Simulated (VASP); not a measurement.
Level of theory: PBE GGA with D3 dispersion (Becke-Johnson damping), VASP's PBE PAW potentials (set 64) (plane waves; VASP).

VASP input:

**KPOINTS**
```
K-points
0
G
  4 4 4
```

INCAR:
```
NELM = 100
ISMEAR = 0   ! Gaussian
ENCUT = 520   ! plane-wave cut-off (eV)
GGA = PE   ! PBE
ALGO = Normal   ! blocked Davidson
SYSTEM = CsSnI3
EDIFF = 1E-6   ! SCF stop (eV)
LREAL = .False.
LASPH = .True.
SIGMA = 0.05   ! width (eV)
LCHARG = .False.
IVDW = 12
IBRION = 2   ! conjugate gradients
LMAXMIX = 4
ISIF = 3
NSW = 60   ! most ionic steps
PREC = Accurate
EDIFFG = -0.02
LWAVE = .False.
```

File POSCAR:
```
CsSnI3
1
    6.2007538145     0.0000000000     0.0000000000
    0.0000000000     6.2007538145     0.0000000000
   -0.0000000000    -0.0000000000     6.2007538145
Cs Sn I
1 1 3
Direct
  0.0000000000   0.0000000000   0.0000000000
  0.5000000000   0.5000000000   0.5000000000
  0.5000000000   0.0000000000   0.5000000000
  0.0000000000   0.5000000000   0.5000000000
  0.5000000000   0.5000000000   0.0000000000
```

POTCAR, in this order: Cs_sv Sn_d I (PBE.64 set). Program: vasp_std.

The resulting files:

File OSZICAR:
```
       N       E                     dE             d eps       ncg     rms          rms(c)
DAV:   1     0.359907052347E+03    0.35991E+03   -0.18325E+04   520   0.154E+03
DAV:   2     0.318513357324E+02   -0.32806E+03   -0.32092E+03   610   0.317E+02
DAV:   3    -0.123343141032E+02   -0.44186E+02   -0.43966E+02   646   0.126E+02
DAV:   4    -0.141583453354E+02   -0.18240E+01   -0.18185E+01   668   0.296E+01
DAV:   5    -0.142140826869E+02   -0.55737E-01   -0.55729E-01   820   0.478E+00    0.425E+00
DAV:   6    -0.139621029403E+02    0.25198E+00   -0.45450E-01   672   0.367E+00    0.282E+00
DAV:   7    -0.139389881046E+02    0.23115E-01   -0.31511E-01   662   0.240E+00    0.999E-01
DAV:   8    -0.139430678767E+02   -0.40798E-02   -0.42254E-02   604   0.147E+00    0.284E-01
DAV:   9    -0.139430949929E+02   -0.27116E-04   -0.22925E-03   670   0.376E-01    0.127E-01
DAV:  10    -0.139433808097E+02   -0.28582E-03   -0.87220E-04   636   0.184E-01    0.518E-02
DAV:  11    -0.139434302825E+02   -0.49473E-04   -0.32480E-04   614   0.127E-01    0.250E-02
DAV:  12    -0.139434331092E+02   -0.28267E-05   -0.29177E-05   630   0.339E-02    0.207E-02
DAV:  13    -0.139434320482E+02    0.10611E-05   -0.14838E-06   444   0.876E-03    0.708E-03
DAV:  14    -0.139434314823E+02    0.56585E-06   -0.14157E-06   434   0.939E-03
   1 F= -.15200872E+02 E0= -.15200872E+02  d E =-.152009E+02
```

OUTCAR:
```
------------------------ aborting loop because EDIFF is reached ----------------------------------------
 Edisp (eV)   -1.25744
  FORCE on cell =-STRESS in cart. coord.  units (eV):
  Direction    XX          YY          ZZ          XY          YZ          ZX
  --------------------------------------------------------------------------------------
  Total       0.00248     0.00248     0.00248    -0.00000    -0.00000     0.00000
  in kB       0.01665     0.01665     0.01665    -0.00000    -0.00000     0.00000
  external pressure =        0.02 kB  Pullay stress =        0.00 kB
  volume of cell :      238.41
      direct lattice vectors                 reciprocal lattice vectors
     6.200753814  0.000000000  0.000000000     0.161270715  0.000000000  0.000000000
     0.000000000  6.200753814  0.000000000     0.000000000  0.161270715  0.000000000
     0.000000000  0.000000000  6.200753814     0.000000000  0.000000000  0.161270715
 POSITION                                       TOTAL-FORCE (eV/Angst)
 -----------------------------------------------------------------------------------
      0.00000      0.00000      0.00000         0.000000      0.000000      0.000000
      3.10038      3.10038      3.10038         0.000000      0.000000      0.000000
      3.10038      0.00000      3.10038         0.000000      0.000000      0.000000
      0.00000      3.10038      3.10038         0.000000      0.000000      0.000000
      3.10038      3.10038      0.00000         0.000000      0.000000      0.000000
 -----------------------------------------------------------------------------------
    total drift:                                0.000000     -0.000000     -0.000000
  FREE ENERGIE OF THE ION-ELECTRON SYSTEM (eV)
  ---------------------------------------------------
  free  energy   TOTEN  =       -15.2008717718 eV

  energy  without entropy=      -15.2008714396  energy(sigma->0) =      -15.20087161

 reached required accuracy - stopping structural energy minimisation
```
(Selected blocks of OUTCAR.)

The compound is CsSnI3 in the cubic perovskite structure, the ideal cubic form; the compound distorts at low or room temperature. It was relaxed first. The start is the result of an earlier pass.
